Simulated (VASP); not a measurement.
Write the native input for VASP 6.6.1 that does the following.

- Task: relaxation of cell and atoms
- Functional: PBE
- Dispersion: D3(BJ)
- Potentials or basis: VASP PAW PBE potentials, release 64 (Sn_d, Se, S)
- Cutoff: 600 eV
- k mesh: 6 × 6 × 4
- Occupations: gaussian, width 0.03 eV
- Spin: no spin polarisation
- Further INCAR settings: ALGO = Normal; EDIFF = 1e-07; IBRION = 2; EDIFFG = -0.005; NSW = 90; ISIF = 3

The structure of Sn5Se4S6 lies in POSCAR:

```
Sn5Se4S6                                
1.0
    0.0000562154      0.0068511305     -5.9096698951
    0.0001969469     -6.4692971585      0.0073816869
   -9.3408865826      3.2349289489     -0.0036115142
  Sn              Se              S             
     5     4     6
Direct
     0.0018418717585019    0.8033400905202277    0.5999013110706943
     0.0042454416658630    0.4040048078897590    0.8030462714650446
     0.0010598710658474    0.6021701803864434    0.1971419992895142
     0.0042321766129376    0.1932935223718213    0.4001925546504534
     0.0052738565742324    0.9972967767647509    0.9997419773833512
     0.7305771821574021    0.4660261128276319    0.6012952363554910
     0.7288190416985422    0.0668683132421555    0.8000746664503589
     0.7306365591248627    0.2643071482260628    0.1992904211316633
     0.2760477024873144    0.5342394221020023    0.3995414741955006
     0.7559143240578918    0.8654995703424054    0.3977438762517834
     0.7550981741872980    0.6680689176649345    0.0015851679587427
     0.2510339132846460    0.1342682867870798    0.6016786716145944
     0.2512486575209102    0.3335306545685314    0.9983167053998580
     0.2525324112903740    0.9317868666913754    0.1984732274117027
     0.2514388165133769    0.7352993296148118    0.8019764393712469
```

The cell was built by a generator and needn't be a form met in nature.

These files were run (other wordings do the same):

INCAR

```
SYSTEM = Sn5Se4S6
PREC     = Accurate       ! precision mode
ENCUT    = 600            ! plane-wave cutoff, eV
EDIFF    = 1E-7           ! SCF threshold, eV
ISMEAR   = 0              ! smearing method
SIGMA    = 0.03           ! smearing width, eV
LREAL    = .False.        ! projectors in reciprocal space
LASPH    = .True.         ! aspherical terms in the spheres
NELM     = 80             ! most SCF steps
ALGO     = Normal         ! electronic algorithm
ISIF     = 3              ! what is computed and relaxed
LWAVE    = .False.        ! write WAVECAR
LCHARG   = .False.        ! write CHGCAR
GGA      = PE             ! functional
IVDW     = 12             ! dispersion correction
IBRION   = 2              ! ionic algorithm
NSW      = 90             ! ionic steps
EDIFFG   = -0.005         ! ionic threshold
KPAR     = 8
```

KPOINTS

```
regular mesh
0
Gamma
  6 6 4
  0 0 0
```

Potentials or basis: VASP PAW PBE potentials, release 64 (Sn_d, Se, S).

Launch:

```console
$ cat potpaw_PBE.64/Sn_d/POTCAR potpaw_PBE.64/Se/POTCAR potpaw_PBE.64/S/POTCAR > POTCAR
$ mpirun -np 8 vasp_std > vasp.out
```

Results of the run:

```
Relaxed volume                         : 23.82 Å³/atom
Relaxed cell                           : a = 5.912 Å, b = 6.469 Å, c = 9.885 Å, α = 109.10°, β = 89.93°, γ = 90.18°
Space group after relaxing (to 0.05 Å) : P1 (No. 1)
Energy gained by relaxing              : 0.0 meV/atom
Ionic steps                            : 11
Pressure after relaxing                : 0.0 GPa
Largest force after relaxing           : 0.005 eV/Å
Band gap on the k mesh                 : 0.89 eV, indirect (least direct gap 1.20 eV)
Dispersion energy per atom             : -0.342 eV
```

Caveat: spin-orbit coupling is left out, which moves the levels of the heavy elements.

It took 31 min on 8 MPI ranks on AMD EPYC 9R45 96-Core Processor (Zen 5), with other jobs on the host, peak memory 1.9 GiB a rank.
